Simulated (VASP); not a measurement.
Given:

```
WSe2
1.0
    3.32184     0.00000     0.00000
   -1.66092     2.87680     0.00000
    0.00000     0.00000    16.76694
W Se
1 2
Cartesian
  0.00000   0.00000   0.00000
  0.00000   1.91787   1.67980
  0.00000   1.91787  15.08714
```

Level of theory: HSE06 screened hybrid, VASP's PBE PAW potentials (set 64) (plane waves; VASP). Run with 400 eV cut-off, 6×6×1 Γ-centred mesh, Gaussian smearing of 0.050 eV, potentials W_sv Se.

The cell holds a wide vacuum, so values per volume refer to the whole cell.

Question: Give the force on each atom (eV/Å).

Answer: 
```json
[
 {"atom": "W1", "Fx": "0.000", "Fy": "0.000", "Fz": "0.000"},
 {"atom": "Se2", "Fx": "0.000", "Fy": "0.000", "Fz": "-0.605"},
 {"atom": "Se3", "Fx": "0.000", "Fy": "0.000", "Fz": "0.605"}
]
```

Question: Give the stress tensor in GPa (positive for a compressed cell).

Answer: 
```
-1.78   0.00   0.00
 0.00  -1.78   0.00
 0.00   0.00  -2.06
```
The pressure is its mean diagonal, -1.87 GPa.

The cell is a sheet with vacuum, built from a database entry that may be metastable or hypothetical. The cell's shape comes from a PBE relaxation.
